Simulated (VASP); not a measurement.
# SiHF: screened Coulomb integrals of an active space by constrained RPA

SiHF, molecule in box, 3 atoms in the cell.

| Functional | Screened U within a state, mean (eV) | Screened U' between states, mean (eV) | Screened J (eV) | Bare U within a state, mean (eV) | Bare U' between states, mean (eV) | Time (s) |
|---|---|---|---|---|---|---|
| LDA | 7.99 | 7.26 | 0.52 | 10.40 | 9.30 | 145 |
| PBE | 8.00 | 7.28 | 0.53 | 10.40 | 9.30 | 150 |
| r2SCAN | 8.28 | 7.56 | 0.58 | 10.46 | 9.38 | 387 |
| PBE0 | 8.48 | 7.73 | 0.58 | 10.32 | 9.24 | 157 |
| HSE06 | 8.28 | 7.54 | 0.57 | 10.33 | 9.25 | 179 |

Limits: the cutoff lies under the usual one of these potentials, so the numbers hold a basis-set error; the periodic box is only 6.02 Å wide at its narrowest and no larger one was tried.

## Input of the first row

INCAR.step1:
```
SYSTEM = SiHF
ENCUT = 420
PREC = Accurate
ISMEAR = -1
SIGMA = 0.02
LASPH = .TRUE.
EDIFF = 1E-7
GGA = CA
ALGO = Normal
NELM = 150
LWAVE = .TRUE.
LCHARG = .FALSE.
```

INCAR.step2, as INCAR.step1 but for:
```
- ALGO = Normal
- NELM = 150
+ ALGO = Exact
+ NELM = 1
+ NBANDS = 126
+ LOPTICS = .TRUE.
```

INCAR.step3:
```
SYSTEM = SiHF
ENCUT = 420
PREC = Accurate
ISMEAR = -1
SIGMA = 0.02
LASPH = .TRUE.
GGA = CA
ALGO = CRPA
NBANDS = 128
ENCUTGW = 90
PRECFOCK = Fast
LOCALIZED_BASIS = BLOCH
LWAVE = .FALSE.
LCHARG = .FALSE.
NCRPA_BANDS = 6 7
NTARGET_STATES = 6 7
```

KPOINTS:
```
k-points
0
Gamma
  1 1 1
```

POSCAR:
```
SiHF
1.0
    6.9800000000      0.0000000000      0.0000000000
    0.0000000000      6.3500000000      0.0000000000
    0.0000000000      0.0000000000      6.0200000000
F Si H
1 1 1
Direct
    0.3579799500      0.5108661500      0.4154817300
    0.5409312400      0.6061417400      0.5444020000
    0.6420200500      0.3938582600      0.5845182700
```

Commands (each step's output is kept before the next begins):
```
cat potpaw_LDA.64/F_GW/POTCAR potpaw_LDA.64/Si_GW/POTCAR potpaw_LDA.64/H_GW/POTCAR > POTCAR
cp INCAR.step1 INCAR
mpirun -np 4 vasp_std > vasp.out
cp INCAR.step2 INCAR
mpirun -np 4 vasp_std > vasp.out
cp INCAR.step3 INCAR
mpirun -np 4 vasp_std > vasp.out
```

Changes of the last row against the first:
```
(all steps)
- GGA = CA
+ GGA = PE
+ LHFCALC = True
+ HFSCREEN = 0.2
- cat potpaw_LDA.64/F_GW/POTCAR potpaw_LDA.64/Si_GW/POTCAR potpaw_LDA.64/H_GW/POTCAR > POTCAR
+ cat potpaw_PBE.64/F_GW/POTCAR potpaw_PBE.64/Si_GW/POTCAR potpaw_PBE.64/H_GW/POTCAR > POTCAR
```

VASP 6.6.1 took 145 s on 4 cores (Intel Xeon Platinum 8488C (Sapphire Rapids)), a shared host.
